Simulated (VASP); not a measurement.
Data:

```
CELL_PARAMETERS angstrom
      1.90374    -3.29737     0.00000
      1.90374     3.29737     0.00000
      0.00000     0.00000     5.88356
ATOMIC_POSITIONS crystal
  Sn 0.00000 0.00000 0.00000
  Se 0.33333 0.66667 0.26813
  Se 0.66667 0.33333 0.73187
```

The numbers are results of LDA (Ceperley-Alder, Perdew-Zunger), VASP's LDA PAW potentials (set 64) (plane waves; VASP), not measurements. Run with 500 eV cut-off, 7×7×4 Γ-centred mesh, Gaussian smearing of 0.050 eV, potentials Sn_d Se.

### Question
Predict the energy per atom (σ→0).

### Answer

```
Item                           Result
---------------------  --------------
energy per atom (σ→0)  -4.596 eV/atom
```

The compound is SnSe2 in the 1T layered structure. It was relaxed first.
